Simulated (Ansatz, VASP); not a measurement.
# Y in two plane-wave programs

One calculation is typed for both programs; each brings its own data sets. How far apart do they land? The structure shown is the end of the Ansatz relaxation below.

Program: Ansatz 0.2.0. Level of theory: plane waves, with VASP 6.6.1 beside it; single point at PBEsol. Results are calculated unless marked as measured.

### 1. Starting point

The structure is hexagonal, space group P6_3/mmc (No. 194). The conventional cell has a = 3.670 Å, b = 3.670 Å, c = 5.688 Å, α = 90.00°, β = 90.00°, γ = 120.00°. Nearest to Y lie 12 Y at 3.55 to 3.67 Å.

### 2. Ansatz: relaxation, PBEsol

Ansatz runs on its PAW soft_1 files.

This run makes the geometry at which the two programs are then compared.

File input.yaml:

```yaml
crystal:
  lattice:
    - [3.6700726504, 0.0, 0.0]
    - [-1.8350363252, 3.178376149, 0.0]
    - [0.0, 0.0, 5.6883550559]
  atoms:
    - { symbol: "Y", position: [0.3333333333, 0.6666666667, 0.25] }
    - { symbol: "Y", position: [0.6666666667, 0.3333333333, 0.75] }
kpoints:
  mp_grid: { grid: [15, 15, 8] }
hamiltonian:
  xc: pbesol
  pseudopotentials: { kind: paw, azcp: { folder: soft_1 }, xc_functional: pbe }
scf:
  occupations: { method: methfessel_paxton, width: 0.2 }
output:
  forces: true
  stress: true
  eigenvalues: true
relax:
  adjacent_minimum: "off"
  f_tol: 0.001
  max_steps: 60
  cell: { stress_tol: 0.01, fix: [volume] }
```

Started as:

```console
$ ansatz run input.yaml --threads 4 --pin off --max-ram 10240MiB --backend cpu --events-out ev --progress --plain --runs-dir out
```

Numbers of over 12 decimals in the logs are rounded to 6 here.

The program printed:

```text
Engine: ansatz 0.2.0, x86_64-unknown-linux-gnu
Pseudopotentials: kind: paw
Pseudopotential: Y, paw, valence charge 11, recommended cutoff 420 eV (normal), soft_1/Y.paw.azcp
Functional definition: PBEsol
  exchange = pbesol_x
  correlation = pbesol_c
Crystal: 2 atoms, lattice volume = 66.354 Å³
Basis set: ecut = 420 eV, 1267 PW (Γ), exchange–correlation on 50×50×80 points (8 copies of the dense FFT grid, shifted against one another)
Bands: 15, of which v1, the nominal top of the filled ones, is band 11 counted from 1 (10 counted from 0)
Symmetry: 24 space group operations
Space group: P63/mmc (ITA 194), of the structure as read, at distance tolerance 4.0e-5 Å
k-points: 135 of 1800
Non-local potential: Y, projectors of the file, l = 0: 3, l = 1: 2, l = 2: 2, l = 3: 1
PAW form: soft (Blöchl's): semilocal exchange-correlation on the pseudo side does not see the compensation charge
PAW frozen core: Y, regenerated for the run's functional, and the local potential with it (the file was generated under x = pbe(κ = 0.804, μ = 0.219515), c = pbe(β = 0.066725))
PAW one-centre angular grid: Y, 590 points (default); XC on 64 Gauss nodes
Initial density: superposition of atomic densities (chi_scale 0.1, normalization cell)
Initial wavefunctions: pseudopotential atomic-orbital guess
Functional: x = pbesol(κ = 0.804, μ = 0.123457), c = pbesol(β = 0.046)
SCF iter   1: F=—  HF=-7590.227992 eV  |F-HF|=—  |Δ(HF+E_count)|=         —  Δρ=1.38e-2  dr2=2.05e-1  ethr=3.10e-3  ⟨swp⟩=4.3  Hψ=8525  notcnv=0
preconditioner: auto → Kerker (q_TF=auto, 2.270 Å⁻¹)  [metal: Δε(μ)=0.008 eV  Ē_g=2.587 eV  σ=0.200 eV  W_gap=0.03  n_scr=22 (ndim 8)  ℏωp=11.2 eV  f_vac=0.000  D(μ)=3.99/eV (n_scr^D=34)]
SCF iter   2: F=—  HF=-7590.185649 eV  |F-HF|=—  |Δ(HF+E_count)|=   4.23e-2  S|Δr|=    0.00e0  Δρ=8.76e-3  dr2=8.28e-2  ethr=9.32e-4  ⟨swp⟩=1.0  Hψ=3105  notcnv=0
SCF iter   3: F=—  HF=-7590.159187 eV  |F-HF|=—  |Δ(HF+E_count)|=   2.65e-2  S|Δr|=    0.00e0  Δρ=1.34e-3  dr2=1.20e-3  ethr=3.76e-4  ⟨swp⟩=2.9  Hψ=3564  notcnv=0
SCF iter   4: F=—  HF=-7590.159146 eV  |F-HF|=—  |Δ(HF+E_count)|=   4.10e-5  S|Δr|=    0.00e0  Δρ=2.05e-4  dr2=2.50e-5  ethr=5.47e-6  ⟨swp⟩=1.9  Hψ=2447  notcnv=0
SCF iter   5: F=—  HF=-7590.159140 eV  |F-HF|=—  |Δ(HF+E_count)|=   6.06e-6  S|Δr|=    0.00e0  Δρ=4.73e-5  dr2=1.01e-6  ethr=1.14e-7  ⟨swp⟩=2.1  Hψ=3521  notcnv=0
SCF iter   6: F=-7590.159140 eV  HF=-7590.159140 eV  |F-HF|=5.11e-9  |Δ(HF+E_count)|=   1.35e-7  S|Δr|=    0.00e0  Δρ=8.21e-6  dr2=3.43e-8  ethr=4.55e-10  ⟨swp⟩=5.6  Hψ=9273  notcnv=0
SCF 1 converged in 6 iterations: F = -7590.159140 eV  dr2 = 3.43e-8
  greatest PAW one-centre occupation: 0.993 electrons in one spin orbital (limit 2), on the Y atom at site 1 (counted from 0), in its partial waves of l = 0
relax step   1: F+E_penalty+E_count = -7590.15913999 eV  Δ(F+E_penalty+E_count) = +0.000e0 eV  max|allowed force component| = 0.000e0 eV/Å  Δτ_max = 0.0000 Å  P = -2.280 GPa  Ω = 66.354 Å³  fix = [volume]  reactions: volume -2.280 GPa  (6 SCF iters, dr2 threshold 1.00e-7 eV, accepted)
Initial density: handed on by an earlier stage of this run
Initial wavefunctions: pseudopotential atomic-orbital guess (no wavefunctions were taken with the density)
iter 1 solved again at ethr=2.07e-7 eV; its pass at ethr=3.10e-3 eV (dr2=4.56e-5 eV) is discarded
SCF iter   1: F=—  HF=-7590.159142 eV  |F-HF|=—  |Δ(HF+E_count)|=         —  Δρ=8.38e-6  dr2=3.47e-8  ethr=2.07e-7  ⟨swp⟩=3.0  Hψ=15081  notcnv=0
preconditioner: auto → Kerker (q_TF=auto, 2.270 Å⁻¹)  [metal: Δε(μ)=0.028 eV  Ē_g=2.516 eV  σ=0.200 eV  W_gap=0.12  n_scr=22 (ndim 8)  ℏωp=11.2 eV  f_vac=0.000  D(μ)=4.05/eV (n_scr^D=36)]
SCF iter   2: F=—  HF=-7590.159140 eV  |F-HF|=—  |Δ(HF+E_count)|=   2.30e-6  S|Δr|=    0.00e0  Δρ=5.24e-6  dr2=1.60e-8  ethr=1.58e-10  ⟨swp⟩=2.1  Hψ=3466  notcnv=0
SCF iter   3: F=—  HF=-7590.159140 eV  |F-HF|=—  |Δ(HF+E_count)|=   2.28e-9  S|Δr|=    0.00e0  Δρ=6.38e-7  dr2=1.98e-10  ethr=7.26e-11  ⟨swp⟩=1.6  Hψ=2707  notcnv=0
SCF iter   4: F=—  HF=-7590.159140 eV  |F-HF|=—  |Δ(HF+E_count)|=  1.27e-11  S|Δr|=    0.00e0  Δρ=2.10e-7  dr2=2.09e-11  ethr=9.00e-13 (applied; sched 1.00e-12)  ⟨swp⟩=1.6  Hψ=2879  notcnv=0
SCF iter   5: F=—  HF=-7590.159140 eV  |F-HF|=—  |Δ(HF+E_count)|=  1.82e-12  S|Δr|=    0.00e0  Δρ=3.30e-8  dr2=8.95e-13  ethr=9.48e-14 (applied; sched 1.00e-12)  ⟨swp⟩=1.7  Hψ=2863  notcnv=0
SCF iter   6: F=-7590.159140 eV  HF=-7590.159140 eV  |F-HF|=1.82e-12  |Δ(HF+E_count)|=  2.73e-12  S|Δr|=    0.00e0  Δρ=7.24e-9  dr2=3.65e-14  ethr=1.00e-12  ⟨swp⟩=4.0  Hψ=6386  notcnv=0
SCF 2 converged in 6 iterations: F = -7590.159140 eV  dr2 = 3.65e-14
relax step   2: F+E_penalty+E_count = -7590.15913999 eV  Δ(F+E_penalty+E_count) = -1.576e-9 eV  max|allowed force component| = 1.156e-17 eV/Å  Δτ_max = 0.0000 Å  P = -2.280 GPa  Ω = 66.354 Å³  fix = [volume]  reactions: volume -2.280 GPa  stress off target by 7.03e-3 GPa on what of the cell is left free  SCF on the basis re-selected at this cell (its energy is not comparable with the rows above)  (6 SCF iters)
basis re-selected at this cell: Δ(F+E_penalty+E_count) = -1.576e-9 eV, ΔP = -0.000 GPa vs the last step (what re-selecting the basis moved, of the pressure what is left beyond the Pulay correction that the steps carried, after the strain that the cell walked since its last selection, with what the two solves' SCF thresholds leave and, on support functions, any second-order correction that the steps lacked; it is no m [...]
SCF converged after 6 iterations
Stability not checked: this state was not tested for a lower state beside it, because cold or Methfessel-Paxton smearing, or corrected tetrahedra, fill the levels in a way that the test cannot read (fill_not_monotonic; see scf.lower_state_search)
Free energy (F): -7590.159140 eV
Harris-Foulkes:  -7590.159140 eV  (|F-HF|=1.82e-12)
Internal energy: -7590.156191 eV  (E = F + TS)
E sigma→0 (E₀):  -7590.158403 eV
Entropy (-TS):   -0.002949 eV (-1.475 meV/atom)
Fermi energy:    9.142065 eV
--- Per-component energies (eV) ---
  E_band       = -247.139553
  E_kinetic    = 629.322524
  E_local      = -1214.922046  (includes V_loc(G=0)·N_el)
  E_nonlocal   = 56.950222
  E_hartree    = 384.124646
  E_xc         = -352.880714
  E_vxc        = -407.703706  (∫ρ·V_xc dr)
  E_paw        = -5527.567340  (= ΣΔE_a)
  E_vpaw       = -79.035888  (= ΣTr[D̂ρ^β])
  E_aug_tail   = 0.000046  (compensation charges beyond the density's cutoff)
  E_ewald      = -1565.481075
  E_core_change = 0.297547  (= ΣΔE_core)
  E_smearing   = -0.002949  (= −TS)
  E_closure    = -0.000000  (closes the sum)
  Σ components = -7590.159140   (vs F -7590.159140, Δ=0.00e0)
--- Forces (eV/Å), atoms counted from 1 ---
  atom   1  Y      0.00000000     0.00000000     0.00000000
  atom   2  Y      0.00000000    -0.00000000     0.00000000
  max |Σ_I F_I| component: 9.25e-18 eV/Å
--- Stress (GPa, compression-positive) ---
       -2.276306      -0.000000       0.000000
        0.000000      -2.276306       0.000000
        0.000000       0.000000      -2.286847
  P = ⅓ Tr σ = -2.2798 GPa (-22.798 kbar)
--- Band table (eV; the first three rows and the last of 135) ---
  k-point 0: bands = [... 7 lower, -13.1528, 4.4996, 7.3210, 10.0904, 10.8583, 10.8583, 11.2576, 11.4775]
  k-point 1: bands = [... 7 lower, -13.1770, 4.6028, 7.2491, 9.9920, 10.7908, 10.7908, 11.1557, 11.3833]
  k-point 2: bands = [... 7 lower, -13.2092, 4.9025, 6.9932, 9.8507, 10.6966, 10.6966, 10.8779, 11.1660]
  k-point 134: bands = [... 7 lower, -13.2531, 8.7638, 8.7638, 8.7666, 8.7666, 9.5461, 9.5461, 11.8861]
--- Relaxed structure (1 steps of the walk, 1 accepted, 1 SCFs on fresh bases) ---
  F+E_penalty+E_count = -7590.15913999 eV   max|allowed force component| = 1.156e-17 eV/Å   (the final SCF, on the basis selected at the relaxed cell)
  cell:  # Å, volume = 66.3539 Å³
    - [3.670073, 0.0, 0.0]
    - [-1.835036, 3.178376, 0.0]
    - [0.0, 0.0, 5.6883550559]
  atoms:
    - { symbol: Y, position: [0.333333, 0.666667, 0.250000] }
    - { symbol: Y, position: [0.666667, 0.333333, 0.750000] }
```

Reading the cycles: dr2 is the Hartree energy of the density residual (eV), the measure of convergence; HF is the Harris–Foulkes estimate of the energy, which meets the free energy F at convergence.

### 3. VASP: single point, PBEsol, pair 1

The same cell, functional, mesh and smearing now go to VASP, with its own data sets.

Lines of VASP's logs that name or quote its potential files are left out, and so is its time.

File INCAR:

```
SYSTEM = Y
PREC = Accurate
ENCUT = 500
EDIFF = 1E-06
NELM = 120
ISMEAR = 1
SIGMA = 0.2
LREAL = .FALSE.
ALGO = Normal
GGA = PS
NBANDS = 17
LASPH = .TRUE.
LORBIT = 11
LWAVE = .FALSE.
LCHARG = .FALSE.
ISIF = 2
GGA_COMPAT = .FALSE.
KPAR = 2
```

File POSCAR:

```
Y
1.0
    3.6700726504      0.0000000000      0.0000000000
   -1.8350363252      3.1783761490      0.0000000000
    0.0000000000      0.0000000000      5.6883550559
Y
2
Direct
    0.3333333334      0.6666666668      0.2500000000
    0.6666666668      0.3333333334      0.7500000000
```

File KPOINTS:

```
Automatic mesh
0
Gamma
15 15 8
0 0 0
```

The projector-augmented-wave data sets are Y_sv (PBE family, release 64).

Started as:

```console
$ mpirun -np 2 vasp_std
```

The program printed:

```text
[banner, memory and clock lines left out]
running    2 mpi-ranks, on    1 nodes
 distrk:  each k-point on    1 cores,    2 groups
 distr:  one band on    1 cores,    1 groups

 POSCAR found type information on POSCAR Y
 POSCAR found :  1 types and       2 ions
|                                                                             |
|               ----> ADVICE to this user running VASP <----                  |
|                                                                             |
|     You enforced a specific xc type in the INCAR file but a different       |
|     [... a line on the potential file left out ...]
|     I HOPE YOU KNOW WHAT YOU ARE DOING!                                     |
|                                                                             |

 LDA part: xc-table for (Slater+PW92), standard interpolation
 POSCAR, INCAR and KPOINTS ok, starting setup
 FFT: planning ... GRIDC
 FFT: planning ... GRID_SOFT
 FFT: planning ... GRID
 WAVECAR not read
 entering main loop
       N       E                     dE             d eps       ncg     rms          rms(c)
DAV:   1     0.849532478231E+02    0.84953E+02   -0.11165E+04  4598   0.119E+03
DAV:   2    -0.681090722460E+01   -0.91764E+02   -0.90541E+02  5773   0.260E+02
DAV:   3    -0.139206247609E+02   -0.71097E+01   -0.70472E+01  8337   0.438E+01
DAV:   4    -0.140928861288E+02   -0.17226E+00   -0.17216E+00  5535   0.710E+00
DAV:   5    -0.140969692232E+02   -0.40831E-02   -0.40825E-02  6903   0.824E-01    0.329E+01
DAV:   6    -0.137002941957E+02    0.39668E+00   -0.48466E-01  4951   0.434E+00    0.204E+01
DAV:   7    -0.136226730354E+02    0.77621E-01   -0.93049E-01  5948   0.551E+00    0.180E+00
DAV:   8    -0.136100142457E+02    0.12659E-01   -0.17052E-01  5682   0.246E+00    0.108E+00
DAV:   9    -0.136092080390E+02    0.80621E-03   -0.45873E-03  6667   0.434E-01    0.409E-01
DAV:  10    -0.136093196213E+02   -0.11158E-03   -0.16872E-03  5211   0.382E-01    0.283E-01
DAV:  11    -0.136092769010E+02    0.42720E-04   -0.99027E-05  6998   0.868E-02    0.429E-02
DAV:  12    -0.136092709594E+02    0.59416E-05   -0.26781E-05  5200   0.464E-02    0.170E-02
DAV:  13    -0.136092726867E+02   -0.17273E-05   -0.51953E-06  5575   0.205E-02    0.262E-03
DAV:  14    -0.136092728334E+02   -0.14675E-06   -0.12985E-07  3062   0.299E-03
   1 F= -.13609273E+02 E0= -.13608301E+02  d E =-.291481E-02
```

Parts of OUTCAR (step 3):

```text
ion  position               nearest neighbor table
   1  0.333  0.667  0.250-   2 3.55   2 3.55   2 3.55   2 3.55   2 3.55   2 3.55
   2  0.667  0.333  0.750-   1 3.55   1 3.55   1 3.55   1 3.55   1 3.55   1 3.55

  LATTYP: Found a hexagonal cell.
 ALAT       =     3.6700726504
 C/A-ratio  =     1.5499298237

 Subroutine GETGRP returns: Found 24 space group operations
 (whereof 12 operations were pure point group operations)

The static configuration has the point symmetry D_3d.
 The point group associated with its full space group is D_6h.

 Found    135 irreducible k-points:

   k-points           NKPTS =    135   k-points in BZ     NKDIM =    135   number of bands    NBANDS=     17

   dimension x,y,z NGX =    28 NGY =   28 NGZ =   42
   dimension x,y,z NGXF=    56 NGYF=   56 NGZF=   84

   ENCUT  =  500.0 eV  36.75 Ry    6.06 a.u.   6.69  6.69 10.37*2*pi/ulx,y,z

   NELECT =      22.0000    total number of electrons

 k-points in reciprocal lattice and weights: Automatic mesh
   0.00000000  0.00000000  0.00000000       0.001
   0.06666667  0.00000000  0.00000000       0.003
   0.13333333  0.00000000  0.00000000       0.003
   0.20000000  0.00000000  0.00000000       0.003
   0.26666667  0.00000000  0.00000000       0.003
   0.33333333  0.00000000  0.00000000       0.003
   0.40000000 -0.00000000  0.00000000       0.003
   0.46666667 -0.00000000  0.00000000       0.003
   0.06666667  0.06666667  0.00000000       0.003
[...]
0.33333333  0.26666667  0.50000000       0.007
   0.33333333  0.33333333  0.50000000       0.001

 average (electrostatic) potential at core
       1 -37.6555       2 -37.6555

 E-fermi :   2.8311

 k-point     1 :       0.0000    0.0000    0.0000
  band No.  band energies     occupation
    ...
      6     -19.5282      2.00000
      7     -19.5282      2.00000
      8     -19.4853      2.00000
      9      -1.8488      2.00000
     10       0.9979      2.00000
     11       3.7858     -0.00000
     12       4.5454     -0.00000
     13       4.5454     -0.00000
     14       4.9443     -0.00000
     15       5.1641     -0.00000
    ...

 k-point     2 :       0.0667    0.0000    0.0000
  band No.  band energies     occupation
    ...
      6     -19.5442      2.00000
      7     -19.5300      2.00000
      8     -19.4892      2.00000
      9      -1.7556      2.00000
     10       1.0852      2.00000
     11       3.6847     -0.00000
     12       4.3012     -0.00000
     13       4.6316     -0.00000
     14       5.0543     -0.00000
     15       5.1331     -0.00000
    ...

 k-point     3 :       0.1333    0.0000    0.0000
  band No.  band energies     occupation
    ...
      6     -19.5887      2.00000
      7     -19.5354      2.00000
      8     -19.5008      2.00000
      9      -1.4834      2.00000
     10       1.3300      2.00000
     11       3.4172     -0.00027
     12       3.8808     -0.00000
     13       4.7981     -0.00000
     14       4.8873     -0.00000
     15       5.1408     -0.00000
    ...

  Total       -0.9869856     -0.9869856     -0.9903031      0.0000000      0.0000000     -0.0000000
  in kB      -23.8316837    -23.8316837    -23.9117886      0.0000000      0.0000000     -0.0000000
  external PRESSURE =     -23.8583854 kB  Pullay stress =       0.0000000 kB

  energy-cutoff  :      500.00
  volume of cell :       66.35
      direct lattice vectors                 reciprocal lattice vectors
     3.670072650  0.000000000  0.000000000     0.272474170  0.157313036  0.000000000
    -1.835036325  3.178376149  0.000000000     0.000000000  0.314626071  0.000000000
     0.000000000  0.000000000  5.688355056     0.000000000  0.000000000  0.175797746

 POSITION                                       TOTAL-FORCE (eV/Angst)
 -----------------------------------------------------------------------------------
      0.00000      2.11892      1.42209        -0.000000      0.000000      0.000000
      1.83504      1.05946      4.26627         0.000000     -0.000000      0.000000
 -----------------------------------------------------------------------------------
    total drift:                               -0.000000     -0.000000     -0.000000

  FREE ENERGIE OF THE ION-ELECTRON SYSTEM (eV)
  ---------------------------------------------------
  free  energy   TOTEN  =       -13.6092728334 eV

  energy  without entropy=      -13.6063580199  energy(sigma->0) =      -13.60830123

 total charge
# of ion       s       p       d       f       tot
--------------------------------------------------
    1        2.280   6.218   0.911   0.006   9.416
    2        2.280   6.218   0.911   0.006   9.416
--------------------------------------------------
tot          4.561  12.436   1.823   0.012  18.832

[... 3 further parts left out ...]
```

The run ends at a pressure of -2.39 GPa.

### 4. Comparison

Known differences besides the potentials themselves: the cutoff is 420 eV in Ansatz and 500 eV in VASP; Ansatz makes its cores anew for this functional, VASP keeps those of its PBE data sets; Ansatz's pressure holds a Pulay correction, VASP's none. Total energies have different zeros and are not compared.

Compared:

| quantity | Ansatz | VASP | difference |
| --- | --- | --- | --- |
| pressure (GPa) | -2.28 | -2.39 | +0.11 |

### 5. Ansatz: relaxation, PBEsol

This run makes the geometry at which the two programs are then compared. The cell compared in this pair holds 61.35 Å³, against 66.35 Å³ for the pair before.

The structure compared here is the end of the Ansatz relaxation.

input.yaml: that of step 2 with these lines changed.

```diff
@@ -2,5 +2,5 @@
   lattice:
-    - [3.6700726504, 0.0, 0.0]
-    - [-1.8350363252, 3.178376149, 0.0]
-    - [0.0, 0.0, 5.6883550559]
+    - [3.5743491394, 0.0, 0.0]
+    - [-1.7871745697, 3.0954771567, 0.0]
+    - [0.0, 0.0, 5.5444987]
   atoms:
```

Started as:

```console
$ ansatz run input.yaml --threads 4 --pin off --max-ram 10240MiB --backend cpu --events-out ev --progress --plain --runs-dir out
```

The program printed:

```text
[...]
Crystal: 2 atoms, lattice volume = 61.346 Å³
Basis set: ecut = 420 eV, 1153 PW (Γ), exchange–correlation on 48×48×80 points (8 copies of the dense FFT grid, shifted against one another)
Bands: 15, of which v1, the nominal top of the filled ones, is band 11 counted from 1 (10 counted from 0)
Symmetry: 24 space group operations
[...]
k-points: 135 of 1800
[...]
k-point 134: bands = [... 7 lower, -12.1137, 9.6290, 9.6290, 9.6399, 9.6399, 10.5573, 10.5573, 12.9488]
--- Relaxed structure (2 steps of the walk, 2 accepted, 1 SCFs on fresh bases) ---
[...]
cell:  # Å, volume = 61.3461 Å³
    - [3.573953, 0.0, 0]
    - [-1.786977, 3.095134, 0]
    - [0, 0, 5.545727]
  atoms:
    - { symbol: Y, position: [0.333333, 0.666667, 0.250000] }
    - { symbol: Y, position: [0.666667, 0.333333, 0.75] }
[key lines of the parts left out:]
SCF converged after 5 iterations
Free energy (F): -7590.183454 eV
Fermi energy:    10.050184 eV
P = ⅓ Tr σ = 0.8848 GPa (8.848 kbar)
```

[end of part 1 of 2]

[Lines on the potential files, build, host, timing and source positions are cut from VASP's logs without a mark.]

[Logs are printed without paths, hosts, clocks, repeated set-up lines and the standing remarks that a program may print on its own settings, such as how far it seeks lower states.]

[Hosts, paths, dates, database ids (printed as entryN), source tags and the programs' standing remarks are cut or masked in the printed files.]
